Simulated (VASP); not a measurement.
# RbBeBr3: structure and properties in VASP, part 2 of 2

What structure does RbBeBr3 take at this level, and what are its properties? The cell is invented: it takes the structure of a Materials Project entry for RbCaBr3 (space group 8 there), with some of its atoms replaced by other elements, volume scaled by an estimate. It may not be a known or stable phase. Left out of this account: 2 further runs (bands with HSE06: it ended just at its time limit, and its output was not read; orbitals: starting orbitals for a run that is left out).

VASP 6.6.1, plane waves and PAW; the level of theory is named at each step.

So far, gap on the k-mesh (eV): step 3 (relaxing cell and atoms (PBE + D3(BJ))) 4.11.

### Step 6. Density of states (PBE + D3(BJ)) (continued)

The density of states has structure finer than the step of the table below, so its rows give means over 0.5 eV, whole bins alone (the curve runs from -12.0 to 8.20 eV). Peaks (eV: height): total -9.25: 237; Rb p -9.25: 209.

States under -12.0 eV and over 8.2 eV are left out; flat bands give spikes narrower than the energy grid, so sums over such rows miss the true count of states. Table of density of states by energy, zero at the valence-band top; means over each step; values in states/eV/cell:

| energy (eV) | total | Rb p |
| --- | --- | --- |
| -10.0 | 0 | 0 |
| -9.5 | 14.7 | 13.0 |
| -9.0 | 20.4 | 17.9 |
| -8.5 | 0 | 0 |
| -8.0 | 0 | 0 |
| -7.5 | 0 | 0 |
| -7.0 | 0 | 0 |
| -6.5 | 0 | 0 |
| -6.0 | 0 | 0 |
| -5.5 | 0 | 0 |
| -5.0 | 0 | 0 |
| -4.5 | 0 | 0 |
| -4.0 | 0.647 | 0.00130 |
| -3.5 | 3.39 | 0.00534 |
| -3.0 | 0.335 | 5.6e-4 |
| -2.5 | 5.31 | 0.0255 |
| -2.0 | 4.83 | 0.0184 |
| -1.5 | 3.87 | 0.0114 |
| -1.0 | 7.55 | 0.0393 |
| -0.5 | 9.90 | 0.0186 |
| 0.0 | 0.808 | 0 |
| 0.5 | 0 | 0 |
| 1.0 | 0 | 0 |
| 1.5 | 0 | 0 |
| 2.0 | 0 | 0 |
| 2.5 | 0 | 0 |
| 3.0 | 0 | 0 |
| 3.5 | 0 | 0 |
| 4.0 | 0.0228 | 0 |
| 4.5 | 0.555 | 0.00149 |
| 5.0 | 2.36 | 0.0107 |
| 5.5 | 2.08 | 0.0133 |
| 6.0 | 1.60 | 0.0149 |
| 6.5 | 4.06 | 0.0222 |
| 7.0 | 5.15 | 0.0385 |
| 7.5 | 4.52 | 0.0374 |

The gap on this mesh is 4.09 eV.

### Step 7. Core levels (PBE + D3(BJ))

Core levels shift with the potential at each site, so they tell like atoms on unlike sites apart.

Contents of INCAR:

```
SYSTEM = RbBeBr3
PREC = Accurate
ENCUT = 400
EDIFF = 1E-06
NELM = 100
ISMEAR = -1
SIGMA = 0.05
LREAL = .FALSE.
ALGO = Normal
GGA = PE
IVDW = 12
NBANDS = 22
LORBIT = 11
LWAVE = .FALSE.
LCHARG = .FALSE.
KPAR = 2
ICORELEVEL = 1
```

Contents of POSCAR:

```
RbBeBr3
1.0
    4.0228126012     -3.6671894619      0.2571175012
    4.0228126012      3.6671894619      0.2571175012
    0.3658341012      0.0000000000      5.4384423269
Rb Br Be
1 3 1
Direct
    0.9936651526      0.9936651526      0.9832275554
    0.5340062116      0.0455416199      0.5221225855
    0.5345588049      0.5345588049      0.0335450837
    0.0455416199      0.5340062116      0.5221225855
    0.3875072112      0.3875072112      0.3756921898
```

Contents of KPOINTS:

```
Automatic mesh
0
Gamma
5 5 5
0 0 0
```

PAW data sets: Rb_sv, Br and Be (PBE family, release 64).

Launch:

```
$ mpirun -np 2 vasp_std
```

Wall time 43 s (2 MPI ranks of Intel Xeon Platinum 8488C (Sapphire Rapids), shared host); peak memory 0.52 GiB; 83 s of CPU time.

These are scalar-relativistic Kohn-Sham levels of the ground state, with no core hole, so they are not binding energies.

Numbers from this step:

```
bands                : 22
irreducible k-points : 39
Fermi energy         : 0.3343 eV
pressure             : 1.99e-4 GPa
valence top at k     : 0.4, 0.4, 0.4
gap on the k-mesh    : 4.105 eV
```

Kohn-Sham core levels. Core levels, by row:

| atom | shell | level below the valence-band top (eV) |
| --- | --- | --- |
| Rb1 | 1s | 15025 |
| Rb1 | 2s | 2001 |
| Rb1 | 2p | 1773 |
| Rb1 | 3s | 291.2 |
| Rb1 | 3p | 218.1 |
| Rb1 | 3d | 97.19 |
| Br2 | 1s | 13308 |
| Br2 | 2s | 1725 |
| Br2 | 2p | 1520 |
| Br2 | 3s | 230.3 |
| Br2 | 3p | 165.7 |
| Br2 | 3d | 58.95 |
| Br3 | 1s | 13308 |
| Br3 | 2s | 1725 |
| Br3 | 2p | 1520 |
| Br3 | 3s | 230.3 |
| Br3 | 3p | 165.7 |
| Br3 | 3d | 58.95 |
| Br4 | 1s | 13308 |
| Br4 | 2s | 1725 |
| Br4 | 2p | 1520 |
| Br4 | 3s | 230.3 |
| Br4 | 3p | 165.7 |
| Br4 | 3d | 58.95 |
| Be5 | 1s | 99.39 |

Atoms of one element give levels within 0.1 eV of each other.

### Step 8. Bands along the symmetry lines (TB-mBJ)

This step: TB-mBJ; plane waves and PAW (Rb_sv, Br, Be); invented cell (VASP 6.6.1).

Levels along the symmetry lines show where the bands peak and cross; KPOINTS_OPT computes them in the converged potential. TB-mBJ is a local potential fitted to gaps: it costs far less than a hybrid but gives no energy.

Contents of INCAR:

```
SYSTEM = RbBeBr3
PREC = Accurate
ENCUT = 400
EDIFF = 1E-06
NELM = 150
ISMEAR = -1
SIGMA = 0.05
LREAL = .FALSE.
ALGO = Normal
METAGGA = MBJ
LASPH = .TRUE.
NBANDS = 31
LORBIT = 11
LWAVE = .FALSE.
LCHARG = .FALSE.
KPAR = 2
```

POSCAR is that of step 7.

KPOINTS is that of step 7.

Contents of KPOINTS_OPT:

```
Line mode
16
Line-mode
Reciprocal
  0.00000000   0.00000000   0.00000000 GAMMA
 -0.46375608  -0.46375608  -0.62479985 Y

 -0.46375608  -0.46375608  -0.62479985 Y
 -0.42024339  -0.42024339  -0.66000341 F

 -0.42024339  -0.42024339  -0.66000341 F
 -0.50000000  -0.50000000  -0.50000000 L

 -0.50000000  -0.50000000  -0.50000000 L
 -0.58016882  -0.41983118  -0.50000000 I

 -0.41983118   0.41983118   0.50000000 I1
  0.00000000   0.00000000   0.50000000 Z

  0.00000000   0.00000000   0.50000000 Z
 -0.50726876  -0.50726876   0.41040372 H

 -0.50726876  -0.50726876   0.41040372 H
 -0.57975661  -0.57975661  -0.33999659 F1

 -0.49273124   0.50726876  -0.41040372 H1
 -0.53624392   0.46375608  -0.37520015 Y1

 -0.53624392   0.46375608  -0.37520015 Y1
 -0.50000000   0.50000000   0.00000000 X

 -0.50000000   0.50000000   0.00000000 X
  0.00000000   0.00000000   0.00000000 GAMMA

  0.00000000   0.00000000   0.00000000 GAMMA
 -0.50000000   0.00000000  -0.50000000 N

 -0.50000000   0.00000000   0.00000000 M
  0.00000000   0.00000000   0.00000000 GAMMA
```

Launch:

```
$ mpirun -np 2 vasp_std
```

The job ended after 29 min (2 MPI ranks; peak memory 0.7 GiB).

The electronic loop ended without reaching EDIFF, so its numbers are not used.

### Step 9. Results

```json
{"relaxed volume": "31.95 Å³/atom", "relaxed conventional cell a, b, c": "7.330, 7.330, 10.305 Å; angles 90.0, 90.0, 120.0°", "space group after relaxing, within 0.02 Å (lengths above averaged to it)": "R3m (No. 160)", "band gap": "4.07 eV, indirect (least direct gap of that run 4.44 eV)", "gap among the points of the DOS mesh alone, an upper bound": "4.09 eV", "shallowest level of the frozen cores": "Br3 3d, 58.9 eV deep"}
```

**Reading.** With PBE + D3(BJ), RbBeBr3 relaxes to 31.95 Å³/atom in space group R3m and has an indirect gap of 4.07 eV. Not obtained: bands along the symmetry lines (TB-mBJ), because the run did not converge. Band structure (PBE + D3(BJ)): The path shows an indirect gap of 4.07 eV (valence top at L, conduction bottom at Γ). The least direct gap is 4.44 eV. Semilocal functionals usually underestimate gaps. Spin-orbit coupling is left out; it would split some degenerate bands. No search among competing phases was made. All values are for a static lattice at zero temperature.

[Lines on the potential files, build, host, timing and source positions are cut from VASP's logs without a mark.]

[Logs are printed without paths, hosts, clocks, repeated set-up lines and the standing remarks that a program may print on its own settings, such as how far it seeks lower states.]

[Hosts, paths, dates, database ids (printed as entryN), source tags and the programs' standing remarks are cut or masked in the printed files.]

[A measured line is paired with the nearest computed mode of its activity, which favours agreement.]
